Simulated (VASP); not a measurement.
```
CELL_PARAMETERS angstrom
      1.54610    -2.67792     0.00000
      1.54610     2.67792     0.00000
      0.00000     0.00000     5.07831
ATOMIC_POSITIONS crystal
  Si 0.66667 0.33333 0.49967
  Si 0.33333 0.66667 0.99967
  C  0.66667 0.33333 0.87533
  C  0.33333 0.66667 0.37533
```

These are optB88-vdW, VASP's PBE PAW potentials (set 64) (plane waves; VASP) values and carry that method's errors. Settings: 520 eV cut-off, 9×9×5 Γ-centred mesh, tetrahedra with Blöchl corrections, potentials Si C.

The cores are frozen, which limits the accuracy of field gradients.

Task: Give the principal components of the electric field gradient (V/Å²) and the asymmetry η at each nucleus.

Result: 
| atom | Vxx | Vyy | Vzz | η |
|---|---|---|---|---|
| Si1 | -1.7 | -1.7 | 3.3 | 0.00 |
| Si2 | -1.7 | -1.7 | 3.3 | 0.00 |
| C3 | -1.1 | -1.1 | 2.2 | 0.00 |
| C4 | -1.1 | -1.1 | 2.2 | 0.00 |

The compound is SiC in the wurtzite structure, the rare 2H polytype. It was relaxed first.
